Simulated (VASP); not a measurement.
Computed with r2SCAN meta-GGA, VASP's PBE PAW potentials (set 64) (plane waves; VASP).

VASP input:

### INCAR
```
# general
SYSTEM =BaHfO3
PREC   =Accurate
ENCUT  =520
LREAL  =.FALSE.
LASPH  =.TRUE.

# electronic loop
EDIFF  =1E-6
NELM   =100
ALGO   =Normal
LMAXMIX=6
LMIXTAU=.TRUE.

# smearing
ISMEAR =0
SIGMA  =0.05

# functional
METAGGA=R2SCAN

# ions
IBRION =2
NSW    =60
ISIF   =3
EDIFFG =-0.02

# output
LWAVE  =.FALSE.
LCHARG =.FALSE.
```

**POSCAR**
```
BaHfO3
1
    4.1548964236    -0.0000000000     0.0000000000
   -0.0000000000     4.1548964236    -0.0000000000
   -0.0000000000    -0.0000000000     4.1548964236
Ba Hf O
1 1 3
Direct
  0.0000000000   0.0000000000   0.0000000000
  0.5000000000   0.5000000000   0.5000000000
  0.5000000000   0.0000000000   0.5000000000
  0.0000000000   0.5000000000   0.5000000000
  0.5000000000   0.5000000000   0.0000000000
```

File KPOINTS:
```
Regular mesh
0
G
5 5 5
```

POTCAR, in this order: Ba_sv Hf_pv O (PBE.64 set). Program: vasp_std.

Output of the run:

File OSZICAR:
```
       N       E                     dE             d eps       ncg     rms          rms(c)
DAV:   1     0.163541776825E+03    0.16354E+03   -0.21995E+04   460   0.165E+03
DAV:   2    -0.113455566591E+03   -0.27700E+03   -0.27314E+03   582   0.364E+02
DAV:   3    -0.125863964207E+03   -0.12408E+02   -0.12383E+02   595   0.758E+01
DAV:   4    -0.126099908000E+03   -0.23594E+00   -0.23587E+00   676   0.101E+01
DAV:   5    -0.126104874153E+03   -0.49662E-02   -0.49661E-02   628   0.888E-01    0.654E+01
DAV:   6    -0.108779967888E+03    0.17325E+02   -0.25729E+01   579   0.320E+01    0.528E+01
DAV:   7    -0.107857333415E+03    0.92263E+00   -0.30260E+00   595   0.139E+01    0.233E+01
DAV:   8    -0.111588732686E+03   -0.37314E+01   -0.18671E+00   523   0.127E+01    0.530E+00
DAV:   9    -0.106685436283E+03    0.49033E+01   -0.14510E+00   509   0.958E+00    0.406E+00
DAV:  10    -0.107949358705E+03   -0.12639E+01   -0.69887E-01   488   0.670E+00    0.222E+00
DAV:  11    -0.107942268105E+03    0.70906E-02   -0.12176E-02   600   0.100E+00    0.831E-01
DAV:  12    -0.107975949274E+03   -0.33681E-01   -0.74333E-03   636   0.798E-01    0.453E-01
DAV:  13    -0.108000986158E+03   -0.25037E-01   -0.89618E-03   530   0.979E-01    0.136E-01
DAV:  14    -0.108000644388E+03    0.34177E-03   -0.10414E-03   589   0.375E-01    0.262E-01
DAV:  15    -0.108000774922E+03   -0.13053E-03   -0.83150E-05   622   0.797E-02    0.168E-01
DAV:  16    -0.108001272113E+03   -0.49719E-03   -0.81865E-04   544   0.310E-01    0.356E-02
DAV:  17    -0.108001570758E+03   -0.29865E-03   -0.17484E-04   544   0.145E-01    0.185E-02
DAV:  18    -0.108001576663E+03   -0.59051E-05   -0.66967E-06   603   0.252E-02    0.159E-02
DAV:  19    -0.108001580778E+03   -0.41144E-05   -0.26194E-06   442   0.171E-02    0.832E-03
DAV:  20    -0.108001583447E+03   -0.26693E-05   -0.11626E-06   377   0.102E-02    0.748E-03
DAV:  21    -0.108001583648E+03   -0.20044E-06   -0.54657E-07   356   0.779E-03
   1 F= -.10800158E+03 E0= -.10800158E+03  d E =-.108002E+03
       N       E                     dE             d eps       ncg     rms          rms(c)
DAV:   1    -0.108138293683E+03   -0.13671E+00   -0.40658E+00   460   0.159E+01    0.682E+00
DAV:   2    -0.108016788943E+03    0.12150E+00   -0.61462E-01   488   0.505E+00    0.142E+00
DAV:   3    -0.108000547922E+03    0.16241E-01   -0.22939E-02   524   0.124E+00    0.939E-01
DAV:   4    -0.107994844276E+03    0.57036E-02   -0.17896E-02   568   0.108E+00    0.636E-01
DAV:   5    -0.107977086606E+03    0.17758E-01   -0.10118E-02   468   0.118E+00    0.476E-01
DAV:   6    -0.107978475609E+03   -0.13890E-02   -0.23850E-04   594   0.133E-01    0.316E-01
DAV:   7    -0.107996959235E+03   -0.18484E-01   -0.51518E-03   460   0.869E-01    0.153E-01
DAV:   8    -0.107996772959E+03    0.18628E-03   -0.63894E-04   460   0.278E-01    0.189E-01
DAV:   9    -0.107997128508E+03   -0.35555E-03   -0.18746E-04   482   0.146E-01    0.170E-01
DAV:  10    -0.107997219742E+03   -0.91233E-04   -0.55993E-05   516   0.744E-02    0.142E-01
DAV:  11    -0.107997220479E+03   -0.73740E-06   -0.14679E-06   426   0.108E-02
   2 F= -.10799722E+03 E0= -.10799722E+03  d E =0.436317E-02
       N       E                     dE             d eps       ncg     rms          rms(c)
DAV:   1    -0.108054806678E+03   -0.57587E-01   -0.13664E+00   460   0.929E+00    0.382E+00
DAV:   2    -0.108013499225E+03    0.41307E-01   -0.19904E-01   488   0.289E+00    0.802E-01
DAV:   3    -0.108008148224E+03    0.53510E-02   -0.75203E-03   540   0.710E-01    0.507E-01
DAV:   4    -0.108006320336E+03    0.18279E-02   -0.57759E-03   568   0.606E-01    0.363E-01
DAV:   5    -0.108003003796E+03    0.33165E-02   -0.33796E-03   468   0.668E-01    0.269E-01
DAV:   6    -0.108003997380E+03   -0.99358E-03   -0.10353E-04   587   0.103E-01    0.142E-01
DAV:   7    -0.108006992490E+03   -0.29951E-02   -0.12421E-03   460   0.419E-01    0.451E-02
DAV:   8    -0.108006970344E+03    0.22146E-04   -0.95405E-05   525   0.986E-02    0.760E-02
DAV:   9    -0.108007016962E+03   -0.46618E-04   -0.26385E-05   502   0.574E-02    0.461E-02
DAV:  10    -0.108007019131E+03   -0.21688E-05   -0.58743E-06   530   0.241E-02    0.342E-02
DAV:  11    -0.108007021033E+03   -0.19018E-05   -0.76323E-07   342   0.938E-03    0.283E-02
DAV:  12    -0.108007021114E+03   -0.80655E-07   -0.17746E-07   293   0.375E-03
   3 F= -.10800702E+03 E0= -.10800702E+03  d E =-.543747E-02
```

OUTCAR:
```
------------------------ aborting loop because EDIFF is reached ----------------------------------------
  FORCE on cell =-STRESS in cart. coord.  units (eV):
  Direction    XX          YY          ZZ          XY          YZ          ZX
  --------------------------------------------------------------------------------------
  Total        0.0096098      0.0096098      0.0096098      0.0000000     -0.0000000      0.0000000
  in kB        0.2121780      0.2121780      0.2121780      0.0000000     -0.0000000      0.0000000
  external PRESSURE =       0.2121780 kB  Pullay stress =       0.0000000 kB
  volume of cell :       72.56
      direct lattice vectors                 reciprocal lattice vectors
     4.171010772  0.000000000 -0.000000000     0.239750040  0.000000000 -0.000000000
    -0.000000000  4.171010772  0.000000000    -0.000000000  0.239750040  0.000000000
     0.000000000  0.000000000  4.171010772     0.000000000 -0.000000000  0.239750040
 POSITION                                       TOTAL-FORCE (eV/Angst)
 -----------------------------------------------------------------------------------
      0.00000      0.00000      0.00000        -0.000000      0.000000      0.000000
      2.08551      2.08551      2.08551         0.000000      0.000000      0.000000
      2.08551      0.00000      2.08551        -0.000000      0.000000      0.000000
      0.00000      2.08551      2.08551         0.000000      0.000000      0.000000
      2.08551      2.08551     -0.00000        -0.000000      0.000000      0.000000
 -----------------------------------------------------------------------------------
    total drift:                                0.000000     -0.000000     -0.000000
  FREE ENERGIE OF THE ION-ELECTRON SYSTEM (eV)
  ---------------------------------------------------
  free  energy   TOTEN  =      -108.0070211135 eV

  energy  without entropy=     -108.0070211135  energy(sigma->0) =     -108.00702111

 reached required accuracy - stopping structural energy minimisation
```
(Selected blocks of OUTCAR.)

**CONTCAR**
```
BaHfO3
   1.00000000000000
     4.1710107717272402    0.0000000000000000   -0.0000000000000000
    -0.0000000000000000    4.1710107717272402    0.0000000000000000
     0.0000000000000000    0.0000000000000000    4.1710107717272402
  Ba              Hf              O
     1     1     3
Direct
     0.0000000000000000    0.0000000000000000    0.0000000000000000
     0.5000000000000000    0.5000000000000000    0.5000000000000000
     0.5000000000000000    0.0000000000000000    0.5000000000000000
     0.0000000000000000    0.5000000000000000    0.5000000000000000
     0.5000000000000000    0.5000000000000000    0.0000000000000000
```

The compound is BaHfO3 in the cubic perovskite structure. This run relaxes it. Symmetry was kept, so distortions that lower it aren't found. The start is the result of an earlier pass.
